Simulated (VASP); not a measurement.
These are PBEsol GGA, VASP's PBE PAW potentials (set 64) (plane waves; VASP) values and carry that method's errors.

VASP input:

### KPOINTS
```
Automatic mesh
0
Gamma
6 6 11
0 0 0
```

**INCAR**
```
! general
SYSTEM  = Hf3ScN4
PREC    = Accurate
ENCUT   = 520   ! plane-wave cut-off (eV)
LREAL   = .FALSE.   ! projection in real space or not
LASPH   = .TRUE.

! electronic loop
EDIFF   = 1E-6   ! SCF stop (eV)
NELM    = 100   ! most electronic steps
ALGO    = Normal   ! blocked Davidson
LMAXMIX = 6

! smearing
ISMEAR  = 1   ! Methfessel-Paxton
SIGMA   = 0.1

! functional
GGA     = PS   ! PBEsol

! ions
IBRION  = 2   ! conjugate gradients
NSW     = 60   ! most ionic steps
ISIF    = 3
EDIFFG  = -0.02

! output
LWAVE   = .FALSE.
LCHARG  = .FALSE.
```

File POSCAR:
```
Hf3ScN4
1
   -0.0012090020     4.4823849103     4.4785465740
    4.4823849103    -0.0012090020     4.4785465740
    2.2405879542     2.2405879542     0.0000000000
Sc N Hf
1 4 3
Direct
  0.0000000000   1.0000000000   1.0000000000
  0.2506973760   0.2506973760   0.4986052479
  0.2519494090   0.7480505910   0.5000000000
  0.7480505910   0.2519494090   0.5000000000
  0.7493026240   0.7493026240   0.5013947521
  0.0000000000   0.5000000000   1.0000000000
  0.5000000000   1.0000000000   1.0000000000
  0.5000000000   0.5000000000   1.0000000000
```

POTCAR, in this order: Sc_sv N Hf_pv (PBE.64 set). Program: vasp_std.

Unless said otherwise, spin-orbit coupling is left out, though it shifts the bands of the heavy elements here.

Estimate the energy per atom (σ→0), volume per atom, band gap (on the k-mesh).

```
Property                                                    Result
------------------------  ----------------------------------------
energy per atom (σ→0)                              -11.089 eV/atom
band gap (on the k-mesh)  none (metal, semimetal or under 0.01 eV)
volume per atom                                      11.26 Å³/atom
```

**OSZICAR**
```
...
   4 F= -.88715216E+02 E0= -.88715542E+02  d E =-.169704E-03
       N       E                     dE             d eps       ncg     rms          rms(c)
DAV:   1    -0.887152800187E+02   -0.63478E-04   -0.17589E-02  8800   0.805E-01    0.134E-01
DAV:   2    -0.887152856551E+02   -0.56364E-05   -0.48997E-04 11840   0.167E-01    0.666E-02
DAV:   3    -0.887152710716E+02    0.14584E-04   -0.30622E-05 12896   0.377E-02    0.290E-02
DAV:   4    -0.887152691543E+02    0.19173E-05   -0.89280E-06 12448   0.215E-02    0.102E-02
DAV:   5    -0.887152692871E+02   -0.13277E-06   -0.72879E-07  5680   0.660E-03
   5 F= -.88715269E+02 E0= -.88715593E+02  d E =-.532086E-04
```

The structure was generated: Hf3ScN4 was put into an ordered model structure (Cmmm), which need not be its known phase. This run relaxes it. Symmetry was kept, so distortions that lower it aren't found. The start is the result of an earlier pass. The electron count is odd and the run is not spin-polarised, which forces a metal.
